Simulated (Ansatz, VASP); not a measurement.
# BiSb in two plane-wave programs

One calculation is typed for both programs; each brings its own data sets. How far apart do they land? The cell is generated by rule, not measured, and may not be a known phase. Of the first pair: The cell is taken from a series of runs on this material, whose earlier steps may have relaxed, scaled, displaced or heated it; both programs get it as it stands.

Method: plane waves, with VASP 6.6.1 beside it; relaxation of cell and atoms at PBEsol and zone-centre phonons at PBEsol, in Ansatz 0.2.0.

## Step 1: Set-up

It takes space group Pm-3m (No. 221, cubic). The conventional cell has a = 3.832 Å, b = 3.832 Å, c = 3.832 Å, α = 90.00°, β = 90.00°, γ = 90.00°. Nearest to Sb lie 8 Bi at 3.32 Å. Bi has 8 Sb at 3.32 Å nearest. Farther neighbours are not listed.

## Step 2: Ansatz: relaxation of cell and atoms, PBEsol, pair 1

Ansatz runs on norm-conserving files, of PseudoDojo where its log says so.

The relaxed volume is the usual yardstick between codes: in a stiff, nearly cubic crystal its relative difference is about their pressure difference at one cell divided by the bulk modulus.

The input, input.yaml:

```yaml
crystal:
  lattice:
    - [3.8315501665, 0.0, 0.0]
    - [0.0, 3.8315501665, 0.0]
    - [0.0, 0.0, 3.8315501665]
  atoms:
    - { symbol: Sb, position: [0.0, 0.0, 0.0] }
    - { symbol: Bi, position: [0.5, 0.5, 0.5] }
kpoints:
  mp_grid: { grid: [10, 10, 10] }
hamiltonian:
  xc: pbesol
  pseudopotentials: { kind: nc }
scf:
  occupations: { method: gaussian, width: 0.1 }
output:
  forces: true
  stress: true
  eigenvalues: true
relax:
  adjacent_minimum: "off"
  f_tol: 0.005
  max_steps: 80
  cell: { stress_tol: 0.05 }
```

On the command line:

```bash
> ansatz run input.yaml --threads 4 --pin off --max-ram 7168MiB --backend cpu --events-out ev --progress --plain --runs-dir out
```

Numbers of over 12 decimals in the logs are rounded to 6 here.

Log:

```text
Engine: ansatz 0.2.0, aarch64-unknown-linux-gnu
Pseudopotentials: kind: nc
Pseudopotential: Sb, nc, valence charge 15, recommended cutoff 1088.45545 eV (normal), Sb.nc.azcp (PseudoDojo's, or run here from an input of PseudoDojo's: the run reads no file of this project's for it)
Pseudopotential: Bi, nc, valence charge 15, recommended cutoff 897.975746 eV (normal), Bi.nc.azcp (PseudoDojo's, or run here from an input of PseudoDojo's: the run reads no file of this project's for it)
Functional definition: PBEsol
  exchange = pbesol_x
  correlation = pbesol_c
Crystal: 2 atoms, lattice volume = 56.250 Å³
Basis set: ecut = 1088.45545 eV, 4625 PW (Γ), exchange–correlation on 90×90×90 points (8 copies of the dense FFT grid, shifted against one another)
Bands: 19, of which v1, the nominal top of the filled ones, is band 15 counted from 1 (14 counted from 0)
Symmetry: 48 space group operations
Space group: Pm-3m (ITA 221), of the structure as read, at distance tolerance 3.8e-5 Å
k-points: 56 of 1000
Non-local potential: Sb, projectors of the file, l = 0: 2, l = 1: 2, l = 2: 2, l = 3: 2
Non-local potential: Bi, projectors of the file, l = 0: 2, l = 1: 2, l = 2: 2, l = 3: 2
Initial density: superposition of atomic densities (chi_scale 0.1, normalization cell, long waves kept (reshape's long-wave potential 0.00 eV rms))
Initial wavefunctions: pseudopotential atomic-orbital guess
Functional: x = pbesol(κ = 0.804, μ = 0.123457), c = pbesol(β = 0.046)
SCF iter   1: F=—  HF=-4692.167348 eV  |F-HF|=—  |Δ(HF+E_count)|=         —  Δρ=1.03e-2  dr2=8.96e-2  ethr=3.10e-3  ⟨swp⟩=5.3  Hψ=4902  notcnv=0
preconditioner: auto → Kerker (q_TF=auto, 2.457 Å⁻¹)  [metal: Δε(μ)=0.013 eV  Ē_g=9.007 eV  σ=0.100 eV  W_gap=0.07  n_scr=18 (ndim 8)  ℏωp=15.7 eV  f_vac=0.000  D(μ)=1.99/eV (n_scr^D=18)]
SCF iter   2: F=—  HF=-4692.153400 eV  |F-HF|=—  |Δ(HF+E_count)|=   1.39e-2  Δρ=6.65e-3  dr2=3.59e-2  ethr=2.99e-4  ⟨swp⟩=1.5  Hψ=1560  notcnv=0
SCF iter   3: F=—  HF=-4692.143756 eV  |F-HF|=—  |Δ(HF+E_count)|=   9.64e-3  Δρ=1.10e-3  dr2=4.12e-4  ethr=1.20e-4  ⟨swp⟩=2.9  Hψ=1891  notcnv=0
SCF iter   4: F=—  HF=-4692.143689 eV  |F-HF|=—  |Δ(HF+E_count)|=   6.68e-5  Δρ=3.92e-4  dr2=2.78e-5  ethr=1.37e-6  ⟨swp⟩=2.1  Hψ=1880  notcnv=0
SCF iter   5: F=—  HF=-4692.143629 eV  |F-HF|=—  |Δ(HF+E_count)|=   5.99e-5  Δρ=6.45e-5  dr2=1.92e-6  ethr=9.27e-8  ⟨swp⟩=2.1  Hψ=1550  notcnv=0
SCF iter   6: F=-4692.143629 eV  HF=-4692.143629 eV  |F-HF|=1.12e-8  |Δ(HF+E_count)|=   2.03e-7  Δρ=1.30e-5  dr2=8.43e-8  ethr=3.33e-10  ⟨swp⟩=8.1  Hψ=7179  notcnv=0
SCF 1 converged in 6 iterations: F = -4692.143629 eV  dr2 = 8.43e-8
relax step   1: F+E_penalty+E_count = -4692.14362907 eV  Δ(F+E_penalty+E_count) = +0.000e0 eV  max|allowed force component| = 1.307e-28 eV/Å  Δτ_max = 0.0000 Å  P = +0.016 GPa  Ω = 56.250 Å³  (6 SCF iters, dr2 threshold 1.00e-7 eV, accepted)
Initial density: handed on by an earlier stage of this run
Initial wavefunctions: pseudopotential atomic-orbital guess (no wavefunctions were taken with the density)
iter 1 solved again at ethr=2.29e-8 eV; its pass at ethr=3.10e-3 eV (dr2=6.88e-6 eV) is discarded
SCF iter   1: F=—  HF=-4692.143685 eV  |F-HF|=—  |Δ(HF+E_count)|=         —  Δρ=1.31e-5  dr2=8.42e-8  ethr=2.29e-8  ⟨swp⟩=5.3  Hψ=9403  notcnv=0
preconditioner: auto → Kerker (q_TF=auto, 2.457 Å⁻¹)  [metal: Δε(μ)=0.049 eV  Ē_g=9.015 eV  σ=0.100 eV  W_gap=0.26  n_scr=18 (ndim 8)  ℏωp=15.7 eV  f_vac=0.000  D(μ)=2.10/eV (n_scr^D=18)]
SCF iter   2: F=—  HF=-4692.143629 eV  |F-HF|=—  |Δ(HF+E_count)|=   5.64e-5  Δρ=8.77e-6  dr2=4.01e-8  ethr=2.81e-10  ⟨swp⟩=2.2  Hψ=1654  notcnv=0
SCF iter   3: F=—  HF=-4692.143629 eV  |F-HF|=—  |Δ(HF+E_count)|=   6.52e-9  Δρ=7.45e-7  dr2=2.22e-10  ethr=1.34e-10  ⟨swp⟩=1.2  Hψ=1119  notcnv=0
SCF iter   4: F=—  HF=-4692.143629 eV  |F-HF|=—  |Δ(HF+E_count)|=  9.73e-11  Δρ=2.47e-7  dr2=2.93e-11  ethr=1.00e-12  ⟨swp⟩=11.1  Hψ=7811  notcnv=0
SCF iter   5: F=-4692.143629 eV  HF=-4692.143629 eV  |F-HF|=2.73e-12  |Δ(HF+E_count)|=  9.09e-12  Δρ=5.96e-8  dr2=1.23e-12  ethr=1.00e-12  ⟨swp⟩=6.2  Hψ=4386  notcnv=0
SCF 2 converged in 5 iterations: F = -4692.143629 eV  dr2 = 1.23e-12
relax step   2: F+E_penalty+E_count = -4692.14362907 eV  Δ(F+E_penalty+E_count) = -3.603e-9 eV  max|allowed force component| = 8.493e-29 eV/Å  Δτ_max = 0.0000 Å  P = +0.016 GPa  Ω = 56.250 Å³  stress off target by 1.59e-2 GPa  SCF on the basis re-selected at this cell (its energy is not comparable with the rows above)  (5 SCF iters)
basis re-selected at this cell: Δ(F+E_penalty+E_count) = -3.603e-9 eV, ΔP = -0.000 GPa vs the last step (what re-selecting the basis moved, of the pressure what is left beyond the Pulay correction that the steps carried, after the strain that the cell walked since its last selection, with what the two solves' SCF thresholds leave and, on support functions, any second-order correction that the steps lacked; it is no m [...]
SCF converged after 5 iterations
Free energy (F): -4692.143629 eV
Harris-Foulkes:  -4692.143629 eV  (|F-HF|=2.73e-12)
Internal energy: -4692.133145 eV  (E = F + TS)
E sigma→0 (E₀):  -4692.138387 eV
Entropy (-TS):   -0.010484 eV (-5.242 meV/atom)
Fermi energy:    12.376701 eV
--- Per-component energies (eV) ---
  E_band       = -205.022609
  E_kinetic    = 2513.277889
  E_local      = -2159.399424  (includes V_loc(G=0)·N_el)
  E_nonlocal   = -1717.200724
  E_hartree    = 937.632884
  E_xc         = -1189.144617
  E_vxc        = -716.966148  (∫ρ·V_xc dr)
  E_ewald      = -3077.299154
  E_smearing   = -0.010484  (= −TS)
  E_closure    = 0.000000  (closes the sum)
  Σ components = -4692.143629   (vs F -4692.143629, Δ=0.00e0)
--- Forces (eV/Å), atoms counted from 1 ---
  atom   1  Sb    -0.00000000     0.00000000     0.00000000
  atom   2  Bi     0.00000000     0.00000000    -0.00000000
  max |Σ_I F_I| component: 1.67e-28 eV/Å
--- Stress (GPa, compression-positive) ---
        0.015899      -0.000000       0.000000
       -0.000000       0.015899      -0.000000
        0.000000      -0.000000       0.015899
  P = ⅓ Tr σ = 0.0159 GPa (0.159 kbar)
--- Band table (eV; the first three rows and the last of 56) ---
  k-point 0: bands = [... 11 lower, 5.5352, 10.3941, 10.3941, 10.3941, 15.5931, 15.5931, 17.8750, 17.8750]
  k-point 1: bands = [... 11 lower, 5.2803, 10.2841, 10.5110, 10.5110, 15.6751, 16.2363, 17.2072, 17.5300]
  k-point 2: bands = [... 11 lower, 4.5784, 10.2252, 10.8588, 10.8588, 15.8052, 15.9207, 16.6295, 16.6295]
  k-point 55: bands = [... 11 lower, 4.4279, 9.6772, 9.6772, 9.6772, 9.7655, 9.7655, 9.7655, 27.9106]
--- Relaxed structure (1 steps of the walk, 1 accepted, 1 SCFs on fresh bases) ---
  F+E_penalty+E_count = -4692.14362907 eV   max|allowed force component| = 8.493e-29 eV/Å   (the final SCF, on the basis selected at the relaxed cell)
  cell:  # Å, volume = 56.2501 Å³
    - [3.8315501665, 0.0, 0.0]
    - [0.0, 3.8315501665, 0.0]
    - [0.0, 0.0, 3.8315501665]
  atoms:
    - { symbol: Sb, position: [0.0, 0.0, 0.0] }
    - { symbol: Bi, position: [0.5, 0.5, 0.5] }
```

The column dr2 measures how far the density is from self-consistency, as an energy; F and HF (Harris–Foulkes) agree once it is small.

## Step 3: VASP: relaxation of cell and atoms, PBEsol, pair 1

The same cell, functional, mesh and smearing now go to VASP, with its own data sets.

Lines of VASP's logs that name or quote its potential files are left out, and so is its time.

The input, INCAR:

```
SYSTEM = BiSb
PREC = Accurate
ENCUT = 500
EDIFF = 1E-07
NELM = 120
ISMEAR = 0
SIGMA = 0.1
LREAL = .FALSE.
ALGO = Normal
GGA = PS
NBANDS = 16
LORBIT = 11
LWAVE = .FALSE.
LCHARG = .FALSE.
ISIF = 3
IBRION = 2
NSW = 80
EDIFFG = -0.005
LASPH = .TRUE.
GGA_COMPAT = .FALSE.
NELMIN = 4
KPAR = 2
```

The input, POSCAR:

```
BiSb
1.0
    3.8315500000      0.0000000000      0.0000000000
    0.0000000000      3.8315500000      0.0000000000
    0.0000000000      0.0000000000      3.8315500000
Sb Bi
1 1
Direct
    0.0000000000      0.0000000000      0.0000000000
    0.5000000000      0.5000000000      0.5000000000
```

The input, KPOINTS:

```
Automatic mesh
0
Gamma
10 10 10
0 0 0
```

PAW data sets: Sb and Bi_d (PBE family, release 64).

On the command line:

```bash
> mpirun -np 2 vasp_std
```

Log:

```text
[banner, memory and clock lines left out]
running    2 mpi-ranks, on    1 nodes
 distrk:  each k-point on    1 cores,    2 groups
 distr:  one band on    1 cores,    1 groups

 POSCAR found type information on POSCAR SbBi
 POSCAR found :  2 types and       2 ions
|                                                                             |
|               ----> ADVICE to this user running VASP <----                  |
|                                                                             |
|     You enforced a specific xc type in the INCAR file but a different       |
|     [... a line on the potential file left out ...]
|     I HOPE YOU KNOW WHAT YOU ARE DOING!                                     |
|                                                                             |

 LDA part: xc-table for (Slater+PW92), standard interpolation
 POSCAR, INCAR and KPOINTS ok, starting setup
 FFT: planning ... GRIDC
 FFT: planning ... GRID_SOFT
 FFT: planning ... GRID
 WAVECAR not read
 entering main loop
       N       E                     dE             d eps       ncg     rms          rms(c)
DAV:   1     0.144186769758E+03    0.14419E+03   -0.97332E+03  1792   0.126E+03
DAV:   2     0.593395266047E+00   -0.14359E+03   -0.14146E+03  2008   0.333E+02
DAV:   3    -0.839702061208E+01   -0.89904E+01   -0.89531E+01  2208   0.853E+01
DAV:   4    -0.862540091232E+01   -0.22838E+00   -0.22816E+00  2432   0.153E+01
DAV:   5    -0.863310821655E+01   -0.77073E-02   -0.77072E-02  2472   0.234E+00    0.174E+00
DAV:   6    -0.860564044898E+01    0.27468E-01   -0.76627E-02  2464   0.237E+00    0.959E-01
DAV:   7    -0.860309961355E+01    0.25408E-02   -0.13385E-02  2384   0.867E-01    0.416E-01
DAV:   8    -0.860258434574E+01    0.51527E-03   -0.15160E-03  2144   0.269E-01    0.280E-02
DAV:   9    -0.860256972609E+01    0.14620E-04   -0.15765E-04  2344   0.654E-02    0.148E-02
DAV:  10    -0.860257027375E+01   -0.54766E-06   -0.19066E-05  2536   0.592E-02    0.322E-03
DAV:  11    -0.860257001637E+01    0.25739E-06   -0.90153E-07  2528   0.100E-02    0.332E-03
DAV:  12    -0.860256955578E+01    0.46059E-06   -0.95903E-08  1808   0.184E-03    0.194E-04
DAV:  13    -0.860256957117E+01   -0.15388E-07   -0.77777E-09  1448   0.732E-04
   1 F= -.86025696E+01 E0= -.85972724E+01  d E =-.860257E+01
 curvature:   0.00 expect dE= 0.000E+00 dE for cont linesearch  0.000E+00
 trial: gam= 0.00000 g(F)=  0.000E+00 g(S)=  0.349E-04 ort = 0.000E+00 (trialstep = 0.100E+01)
 search vector abs. value=  0.349E-04
 bond charge predicted
       N       E                     dE             d eps       ncg     rms          rms(c)
DAV:   1    -0.860304681477E+01   -0.47726E-03   -0.12645E-02  2360   0.168E+00    0.114E-01
DAV:   2    -0.860265262567E+01    0.39419E-03   -0.71502E-04  2272   0.416E-01    0.472E-02
DAV:   3    -0.860257620975E+01    0.76416E-04   -0.30451E-04  2688   0.243E-01    0.560E-03
DAV:   4    -0.860257611162E+01    0.98123E-07   -0.44628E-06  2024   0.179E-02    0.388E-03
DAV:   5    -0.860257539511E+01    0.71652E-06   -0.10578E-06  2280   0.910E-03    0.109E-03
DAV:   6    -0.860257516582E+01    0.22928E-06   -0.74324E-08  1464   0.245E-03    0.377E-04
DAV:   7    -0.860257528958E+01   -0.12376E-06   -0.19091E-08  1248   0.114E-03    0.965E-05
DAV:   8    -0.860257530431E+01   -0.14729E-07   -0.27166E-09  1200   0.612E-04
   2 F= -.86025753E+01 E0= -.85972957E+01  d E =-.573314E-05
 trial-energy change:   -0.000006  1 .order   -0.000007   -0.000035    0.000022
 step:   0.5941(harm=  0.6175)  dis= 0.00000  next Energy=    -8.602580 (dE=-0.102E-04)
 bond charge predicted
       N       E                     dE             d eps       ncg     rms          rms(c)
DAV:   1    -0.860265690821E+01   -0.81619E-04   -0.20790E-03  2344   0.678E-01    0.463E-02
DAV:   2    -0.860259107085E+01    0.65837E-04   -0.11786E-04  2272   0.169E-01    0.191E-02
DAV:   3    -0.860257887635E+01    0.12194E-04   -0.49930E-05  2688   0.986E-02    0.227E-03
DAV:   4    -0.860257927582E+01   -0.39947E-06   -0.73263E-07  1944   0.722E-03    0.157E-03
DAV:   5    -0.860257977708E+01   -0.50126E-06   -0.15940E-07  1584   0.368E-03    0.432E-04
DAV:   6    -0.860257988063E+01   -0.10355E-06   -0.28406E-08  1104   0.181E-03    0.164E-04
DAV:   7    -0.860257982245E+01    0.58176E-07   -0.61462E-09  1080   0.799E-04
   3 F= -.86025798E+01 E0= -.85972931E+01  d E =-.102513E-04
 curvature:  -0.31 expect dE=-0.247E-07 dE for cont linesearch -0.247E-07
 trial: gam=-0.04564 g(F)=  0.435E-62 g(S)=  0.803E-07 ort = 0.167E-05 (trialstep = 0.919E+00)
 search vector abs. value=  0.285E-09
 reached required accuracy - stopping structural energy minimisation
```

OUTCAR, selected parts (step 3):

```text
ion  position               nearest neighbor table
   1  0.000  0.000  0.000-   2 3.32   2 3.32   2 3.32   2 3.32   2 3.32   2 3.32   2 3.32   2 3.32

  LATTYP: Found a simple cubic cell.
 ALAT       =     3.8315500000

 Subroutine GETGRP returns: Found 48 space group operations
 (whereof 48 operations were pure point group operations)

The static configuration has the point symmetry O_h .

 Found     56 irreducible k-points:

   k-points           NKPTS =     56   k-points in BZ     NKDIM =     56   number of bands    NBANDS=     16

   dimension x,y,z NGX =    28 NGY =   28 NGZ =   28
   dimension x,y,z NGXF=    56 NGYF=   56 NGZF=   56

   ENCUT  =  500.0 eV  36.75 Ry    6.06 a.u.   6.99  6.99  6.99*2*pi/ulx,y,z

   NELECT =      20.0000    total number of electrons

 k-points in reciprocal lattice and weights: Automatic mesh
   0.00000000  0.00000000  0.00000000       0.001
   0.10000000  0.00000000  0.00000000       0.006
   0.20000000  0.00000000  0.00000000       0.006
   0.30000000  0.00000000  0.00000000       0.006
   0.40000000  0.00000000  0.00000000       0.006
   0.50000000  0.00000000  0.00000000       0.003
   0.10000000  0.10000000  0.00000000       0.012
   0.20000000  0.10000000  0.00000000       0.024
   0.30000000  0.10000000  0.00000000       0.024
[...]
0.50000000  0.50000000  0.40000000       0.006
   0.50000000  0.50000000  0.50000000       0.001

 average (electrostatic) potential at core
       1 -84.2356       2-102.4928

 E-fermi :   8.4123

 k-point     1 :       0.0000    0.0000    0.0000
  band No.  band energies     occupation
    ...
      6      -5.1150      2.00000
      7       1.5841      2.00000
      8       6.4295      2.00000
      9       6.4295      2.00000
     10       6.4295      2.00000
     11      11.6111      0.00000
     12      11.6111      0.00000
     13      13.9195      0.00000
     14      13.9195      0.00000
     15      13.9195      0.00000
    ...

 k-point     2 :       0.1000    0.0000    0.0000
  band No.  band energies     occupation
    ...
      6      -5.0171      2.00000
      7       1.3285      2.00000
      8       6.3196      2.00000
      9       6.5464      2.00000
     10       6.5464      2.00000
     11      11.6925      0.00000
     12      12.2510      0.00000
     13      13.2501      0.00000
     14      13.5709      0.00000
     15      13.5709      0.00000
    ...

 k-point     3 :       0.2000    0.0000    0.0000
  band No.  band energies     occupation
    ...
      6      -4.7270      2.00000
      7       0.6248      2.00000
      8       6.2616      2.00000
      9       6.8940      2.00000
     10       6.8940      2.00000
     11      11.8474      0.00000
     12      11.9364      0.00000
     13      12.6661      0.00000
     14      12.6661      0.00000
     15      13.8783      0.00000
    ...

  Total        0.0010533      0.0010533      0.0010533      0.0000000     -0.0000000      0.0000000
  in kB        0.0299729      0.0299729      0.0299729      0.0000000     -0.0000000      0.0000000
  external PRESSURE =       0.0299729 kB  Pullay stress =       0.0000000 kB

  energy-cutoff  :      500.00
  volume of cell :       56.30
      direct lattice vectors                 reciprocal lattice vectors
     3.832756464 -0.000000000  0.000000000     0.260908829  0.000000000  0.000000000
    -0.000000000  3.832756464  0.000000000     0.000000000  0.260908829  0.000000000
    -0.000000000 -0.000000000  3.832756464    -0.000000000 -0.000000000  0.260908829

 POSITION                                       TOTAL-FORCE (eV/Angst)
 -----------------------------------------------------------------------------------
      0.00000      0.00000      0.00000         0.000000      0.000000      0.000000
      1.91638      1.91638      1.91638        -0.000000     -0.000000      0.000000
 -----------------------------------------------------------------------------------
    total drift:                                0.000000      0.000000      0.000000

  FREE ENERGIE OF THE ION-ELECTRON SYSTEM (eV)
  ---------------------------------------------------
  free  energy   TOTEN  =        -8.6025798225 eV

  energy  without entropy=       -8.5920063640  energy(sigma->0) =       -8.59729309

 reached required accuracy - stopping structural energy minimisation

 total charge
# of ion       s       p       d       tot
------------------------------------------
    1        1.239   1.093   0.032   2.364
    2        1.558   1.234   9.934  12.726
--------------------------------------------------
tot          2.796   2.327   9.967  15.090

[... 3 further parts left out ...]
```

CONTCAR:

```
BiSb
   1.00000000000000
     3.8327564637478302   -0.0000000000000000    0.0000000000000000
    -0.0000000000000000    3.8327564637478302    0.0000000000000000
    -0.0000000000000000   -0.0000000000000000    3.8327564637478302
  Sb              Bi
     1     1
Direct
     0.0000000000000000    0.0000000000000000    0.0000000000000000
     0.5000000000000000    0.5000000000000000    0.5000000000000000
```

## Step 4: Side by side

Known differences besides the potentials themselves: the data sets hold 30 valence electrons in Ansatz (on norm-conserving files, of PseudoDojo where its log says so) and 20 in VASP; the cutoff is 1088.46 eV in Ansatz and 500 eV in VASP; Ansatz adds a Pulay correction to the stress that steers its cell, VASP none. Total energies have different zeros and are not compared.

Both answers:

```tsv
quantity	Ansatz	VASP	difference
volume (Å³)	56.25	56.30	-0.09 %
edge a after relaxation, in the typed setting (Å)	3.832	3.833	-0.03 %
```

[end of part 1 of 2]

[Lines on the potential files, build, host, timing and source positions are cut from VASP's logs without a mark.]

[Logs are printed without paths, hosts, clocks, repeated set-up lines and the standing remarks that a program may print on its own settings, such as how far it seeks lower states.]

[Hosts, paths, dates, database ids (printed as entryN), source tags and the programs' standing remarks are cut or masked in the printed files.]
